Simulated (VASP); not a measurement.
Given:

```yaml
crystal:
  lattice:
    - [0.00000, 2.54300, 2.54300]
    - [2.54300, 0.00000, 2.54300]
    - [2.54300, 2.54300, 0.00000]
  atoms:
    - { symbol: Zr, position: [0.00000, 0.00000, 0.00000] }
    - { symbol: O, position: [0.25000, 0.25000, 0.25000] }
    - { symbol: O, position: [0.75000, 0.75000, 0.75000] }
```

Level of theory: SCAN meta-GGA, VASP's PBE PAW potentials (set 64) (plane waves; VASP 6.6.1). Numerical set-up: 520 eV cut-off, 8×8×8 Γ-centred mesh, tetrahedra with Blöchl corrections, potentials Zr_sv O.

Tabulate the total density of states (states/eV per cell) against energy (eV; zero at the valence-band maximum or, without a gap, the Fermi level).

```json
[
 {"E (eV)": "-9.89", "DOS (states/eV)": "0.00"},
 {"E (eV)": "-9.65", "DOS (states/eV)": "0.00"},
 {"E (eV)": "-9.29", "DOS (states/eV)": "0.00"},
 {"E (eV)": "-9.05", "DOS (states/eV)": "0.00"},
 {"E (eV)": "-8.69", "DOS (states/eV)": "0.00"},
 {"E (eV)": "-8.45", "DOS (states/eV)": "0.00"},
 {"E (eV)": "-8.09", "DOS (states/eV)": "0.00"},
 {"E (eV)": "-7.85", "DOS (states/eV)": "0.00"},
 {"E (eV)": "-7.61", "DOS (states/eV)": "0.00"},
 {"E (eV)": "-7.25", "DOS (states/eV)": "0.00"},
 {"E (eV)": "-7.01", "DOS (states/eV)": "0.00"},
 {"E (eV)": "-6.65", "DOS (states/eV)": "0.00"},
 {"E (eV)": "-6.41", "DOS (states/eV)": "0.00"},
 {"E (eV)": "-6.05", "DOS (states/eV)": "0.00"},
 {"E (eV)": "-5.81", "DOS (states/eV)": "0.13"},
 {"E (eV)": "-5.57", "DOS (states/eV)": "0.37"},
 {"E (eV)": "-5.21", "DOS (states/eV)": "0.97"},
 {"E (eV)": "-4.97", "DOS (states/eV)": "2.38"},
 {"E (eV)": "-4.61", "DOS (states/eV)": "3.25"},
 {"E (eV)": "-4.37", "DOS (states/eV)": "1.58"},
 {"E (eV)": "-4.13", "DOS (states/eV)": "3.25"},
 {"E (eV)": "-3.77", "DOS (states/eV)": "2.30"},
 {"E (eV)": "-3.53", "DOS (states/eV)": "2.02"},
 {"E (eV)": "-3.17", "DOS (states/eV)": "2.44"},
 {"E (eV)": "-2.93", "DOS (states/eV)": "0.83"},
 {"E (eV)": "-2.57", "DOS (states/eV)": "1.07"},
 {"E (eV)": "-2.33", "DOS (states/eV)": "2.44"},
 {"E (eV)": "-2.09", "DOS (states/eV)": "2.34"},
 {"E (eV)": "-1.73", "DOS (states/eV)": "2.48"},
 {"E (eV)": "-1.49", "DOS (states/eV)": "2.25"},
 {"E (eV)": "-1.13", "DOS (states/eV)": "3.51"},
 {"E (eV)": "-0.89", "DOS (states/eV)": "3.41"},
 {"E (eV)": "-0.53", "DOS (states/eV)": "1.44"},
 {"E (eV)": "-0.29", "DOS (states/eV)": "0.63"},
 {"E (eV)": "-0.05", "DOS (states/eV)": "0.04"},
 {"E (eV)": "0.31", "DOS (states/eV)": "0.00"},
 {"E (eV)": "0.55", "DOS (states/eV)": "0.00"},
 {"E (eV)": "0.91", "DOS (states/eV)": "0.00"},
 {"E (eV)": "1.15", "DOS (states/eV)": "0.00"},
 {"E (eV)": "1.51", "DOS (states/eV)": "0.00"},
 {"E (eV)": "1.75", "DOS (states/eV)": "0.00"},
 {"E (eV)": "1.99", "DOS (states/eV)": "0.00"},
 {"E (eV)": "2.35", "DOS (states/eV)": "0.00"},
 {"E (eV)": "2.59", "DOS (states/eV)": "0.00"},
 {"E (eV)": "2.95", "DOS (states/eV)": "0.00"},
 {"E (eV)": "3.19", "DOS (states/eV)": "0.00"},
 {"E (eV)": "3.43", "DOS (states/eV)": "0.00"},
 {"E (eV)": "3.79", "DOS (states/eV)": "0.00"},
 {"E (eV)": "4.03", "DOS (states/eV)": "0.16"},
 {"E (eV)": "4.39", "DOS (states/eV)": "3.54"},
 {"E (eV)": "4.63", "DOS (states/eV)": "5.89"},
 {"E (eV)": "4.99", "DOS (states/eV)": "3.59"},
 {"E (eV)": "5.23", "DOS (states/eV)": "1.49"},
 {"E (eV)": "5.47", "DOS (states/eV)": "0.00"},
 {"E (eV)": "5.83", "DOS (states/eV)": "0.00"},
 {"E (eV)": "6.07", "DOS (states/eV)": "0.00"},
 {"E (eV)": "6.43", "DOS (states/eV)": "0.04"},
 {"E (eV)": "6.67", "DOS (states/eV)": "1.85"},
 {"E (eV)": "7.03", "DOS (states/eV)": "2.17"},
 {"E (eV)": "7.27", "DOS (states/eV)": "1.93"}
]
```
Within 2 eV below the valence-band maximum the largest weight inside VASP's projection spheres is O p.

The compound is ZrO2 in the fluorite structure, the high-temperature cubic form, which is unstable at 0 K; the monoclinic form is the stable one. It was relaxed first.
